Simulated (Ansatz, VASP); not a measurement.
## One calculation of HgSb, two programs

```
Hg Sb
1.0
     3.74634    0.00000    0.00000
     0.00000    3.74634    0.00000
     0.00000    0.00000    3.74634
Hg Sb
1 1
Direct
  0.00000 0.00000 0.00000
  0.50000 0.50000 0.50000
```

Alike in both runs: functional PBE; k mesh 12 × 12 × 12; occupations gaussian, width 0.1 eV; no spin polarisation.

Ansatz relaxed the structure, and its values are those at the end. VASP's run is a single point on that final structure, the one shown.

|  | VASP | Ansatz |
| --- | --- | --- |
| version | VASP 6.6.1 | Ansatz 0.2.0 |
| potentials or method | VASP PAW PBE potentials, release 64 (Hg, Sb) | scalar-relativistic, plane waves, PAW |
| plane-wave cutoff (eV) | 520 | 420 |
| valence electrons in the cell | 17 | 35 |

|  | VASP | Ansatz | Ansatz less VASP |
| --- | --- | --- | --- |
| gap on the k mesh at the Fermi level (eV) | none | none | - |
| pressure (GPa) | 0.0 | 0.0 | 0.00 |

A gap of «none» marks a metal or a gap that the smearing closes. With one functional, cell and mesh, what is left measures potentials, basis and numerics. The two sets of potentials don't hold the same shells in valence.

Spin-orbit coupling is left out, which matters for the levels of Hg, Sb.
